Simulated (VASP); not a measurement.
Ge:

```xyz
2
Lattice="0.0000 2.8289 2.8289 2.8289 0.0000 2.8289 2.8289 2.8289 0.0000" Properties=species:S:1:pos:R:3 pbc="T T T"
Ge    0.0000    0.0000    0.0000
Ge    1.4145    1.4145    1.4145
```

Program: VASP 6.6.1. Alike in all runs: task single point; no spin polarisation; cell as given; cutoff (eV) 520; smearing fermi-dirac 0.05 eV. Hardware: 4 MPI ranks on Intel(R) Xeon(R) Platinum 8259CL CPU @ 2.50GHz (Skylake/Cascade Lake) (shared host).

**Question.** Order these runs on this cell by their wall time, lowest first.
A. level HSE06; potentials or basis VASP PAW PBE potentials, release 64 (Ge_d); k mesh 5 × 5 × 5; grid for exact exchange (PRECFOCK) Normal; screening parameter 0.2 1/A
B. level r2SCAN; potentials or basis VASP PAW PBE potentials, release 64 (Ge_d); k mesh 9 × 9 × 9
C. level LDA; potentials or basis VASP PAW LDA potentials, release 64 (Ge_d); k mesh 9 × 9 × 9

**Answer.** C (11 s), B (50 s), A (680 s).
